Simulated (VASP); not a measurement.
All values below come from revPBE GGA, VASP's PBE PAW potentials (set 64) (plane waves; VASP).

The input files of a VASP run:

### KPOINTS
```
Automatic mesh
0
Gamma
6 6 6
0 0 0
```

POSCAR:
```
BaF2
1
    0.0000000000     3.2461342892     3.2461342892
    3.2461342892     0.0000000000     3.2461342892
    3.2461342892     3.2461342892     0.0000000000
Ba F
1 2
Direct
  0.0000000000   0.0000000000   0.0000000000
  0.2500000000   0.2500000000   0.2500000000
  0.7500000000   0.7500000000   0.7500000000
```

### INCAR
```
# general
SYSTEM  = BaF2
PREC    = Accurate
ENCUT   = 520   # plane-wave cut-off (eV)
LREAL   = F   # projection in real space or not
LASPH   = T

# electronic loop
EDIFF   = 1E-7   # SCF stop (eV)
NELM    = 100   # most electronic steps
ALGO    = Normal   # blocked Davidson
LMAXMIX = 4

# smearing
ISMEAR  = 0
SIGMA   = 0.05   # width (eV)

# functional
GGA     = RE   # revPBE

# ions
ISIF    = 2   # forces and stress, cell fixed

# output
LWAVE   = F
LCHARG  = F
```

POTCAR, in this order: Ba_sv F (PBE.64 set). Program: vasp_std.

Q: Predict the energy per atom (σ→0), pressure.

A: 
energy per atom (σ→0): -527.1 kJ/mol of atoms
pressure: -2.41 GPa

### OSZICAR
```
...
DAV:  10    -0.163888300184E+02   -0.49977E-02   -0.66417E-03   536   0.584E-01    0.380E-02
DAV:  11    -0.163888516198E+02   -0.21601E-04   -0.24697E-04   688   0.137E-01    0.124E-02
DAV:  12    -0.163889022420E+02   -0.50622E-04   -0.66340E-05   512   0.730E-02    0.595E-03
DAV:  13    -0.163889024189E+02   -0.17691E-06   -0.19579E-06   712   0.960E-03    0.247E-03
DAV:  14    -0.163889037772E+02   -0.13583E-05   -0.16040E-06   512   0.121E-02    0.559E-04
DAV:  15    -0.163889038937E+02   -0.11650E-06   -0.99686E-08   432   0.234E-03    0.320E-04
DAV:  16    -0.163889038337E+02    0.59975E-07   -0.25374E-08   392   0.150E-03
   1 F= -.16388904E+02 E0= -.16388904E+02  d E =-.807418E-19
```

The compound is BaF2 in the fluorite structure. This cell is one point of a volume scan, at 1.06 of the reference volume.
